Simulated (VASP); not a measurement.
An input for Quantum ESPRESSO's pw.x (written as the equivalent of a VASP run, and not itself run):

```
&CONTROL
  calculation = 'vc-relax'
  pseudo_dir = './pseudo'
  outdir = './out'
  tprnfor = .true.
  tstress = .true.
  nstep = 50
  forc_conv_thr = 0.00039
/
&SYSTEM
  ibrav = 0
  nat = 2
  ntyp = 2
  ecutwfc = 72
  occupations = 'smearing'
  smearing = 'fermi-dirac'
  degauss = 0.00735
  input_dft = 'pbe'
/
&ELECTRONS
  conv_thr = 7.3e-08
  electron_maxstep = 100
/
&IONS
/
&CELL
/
ATOMIC_SPECIES
  Sn 118.710 Sn.upf
  Ta 180.948 Ta.upf
CELL_PARAMETERS angstrom
     3.0068420    0.0000000    0.0000000
     0.0000000    3.0068420    0.0000000
     0.0000000    0.0000000    3.9411100
ATOMIC_POSITIONS crystal
  Sn   0.5005790  0.5032240  0.4941970
  Ta  -0.0005790 -0.0032240  0.0058030
K_POINTS automatic
  6 6 5 0 0 0
```

Q: Write the VASP files for the same calculation (PBE).

A: Several could match; the one computed here: 
**KPOINTS**
```
Regular mesh
0
Gamma
  6 6 5
0 0 0
```

INCAR:
```
ALGO = Normal
EDIFF = 1E-6
EDIFFG = -0.01
ENCUT = 300
GGA = PE
IBRION = 2
ISIF = 3
ISMEAR = -1
LASPH = .TRUE.
LCHARG = .FALSE.
LMAXMIX = 6
LREAL = .FALSE.
LWAVE = .FALSE.
NELM = 100
NSW = 50
PREC = Accurate
SIGMA = 0.1
SYSTEM = TaSn
```

### POSCAR
```
TaSn
1
    3.0068420000     0.0000000000     0.0000000000
    0.0000000000     3.0068420000     0.0000000000
    0.0000000000     0.0000000000     3.9411100000
Sn Ta
1 1
Direct
  0.5005790000   0.5032240000   0.4941970000
 -0.0005790000  -0.0032240000   0.0058030000
```

POTCAR, in this order: Sn_d Ta_pv (PBE.64 set). Program: vasp_std.

Limits of the translation: the potentials are each code's own (VASP's PAW set, PseudoDojo norm-conserving files in pw.x), so ENCUT and ecutwfc are chosen apart and not converted; conv_thr bounds pw.x's estimated SCF error, while EDIFF bounds the energy change between steps; forc_conv_thr acts on force components and is met together with etot_conv_thr.

The structure was generated: TaSn was put into an ordered model structure, which need not be its known phase. In the starting cell atoms are displaced from their ideal sites. This run relaxes it. The k-mesh is coarse (spacing up to 0.35 per Å, 2π included), so the numbers may not be converged in it. The run is one of a series of settings (EDIFFG = -0.01, IBRION = 2, ISIF = 3, NSW = 50 against the base run), some of them coarse on purpose.
